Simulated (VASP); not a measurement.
VASP input:

**POSCAR**
```
GeSe
1
   -0.0000000000     2.7291544985     2.7291544985
    2.7291544985     0.0000000000     2.7291544985
    2.7291544985     2.7291544985     0.0000000000
Ge Se
1 1
Direct
  0.0000000000   0.0000000000   0.0000000000
  0.2500000000   0.2500000000   0.2500000000
```

**KPOINTS**
```
K-points
0
G
 12 12 12
```

**INCAR**
```
ALGO = Normal
EDIFF = 1E-6
EDIFFG = -0.02
ENCUT = 500
GGA = PS
IBRION = 2
ISIF = 3
ISMEAR = 1
LASPH = T
LCHARG = F
LMAXMIX = 4
LREAL = F
LWAVE = F
NELM = 100
NSW = 40
PREC = Accurate
PSTRESS = 300
SIGMA = 0.1
SYSTEM = GeSe
```

POTCAR, in this order: Ge_d Se (PBE.64 set). Program: vasp_std.

Question: Translate this PBEsol calculation to Ansatz.

Answer: One equivalent input (not run):
Ansatz 0.2 input:
```yaml
crystal:
  lattice:
    - [0.0000000, 2.7291545, 2.7291545]
    - [2.7291545, 0.0000000, 2.7291545]
    - [2.7291545, 2.7291545, 0.0000000]
  atoms:
    - { symbol: Ge, position: [0.0000000, 0.0000000, 0.0000000] }
    - { symbol: Se, position: [0.2500000, 0.2500000, 0.2500000] }
kpoints:
  mp_grid: { grid: [12, 12, 12] }
hamiltonian:
  xc: pbesol
  pseudopotentials: { kind: paw }
scf:
  occupations: { method: methfessel_paxton, width: 0.1 }
  max_iter: 100
relax:
  max_steps: 40
  f_tol: 0.02
  cell: { p_target: 30 }
output: { forces: true, stress: true, eigenvalues: true }
```
The two are equivalent in intent, not identical: each code has its own PAW files, so the cut-off isn't converted (ENCUT is set for VASP's; basis.ecutwfc is left out, and Ansatz then takes the one that its files recommend); Ansatz stops its SCF on the density residual and VASP on the energy change (EDIFF).

The structure was generated: GeSe was put into the zinc blende type (F-43m), which need not be its known phase. This run relaxes it under an external pressure of 30 GPa. Symmetry was kept, so distortions that lower it aren't found.
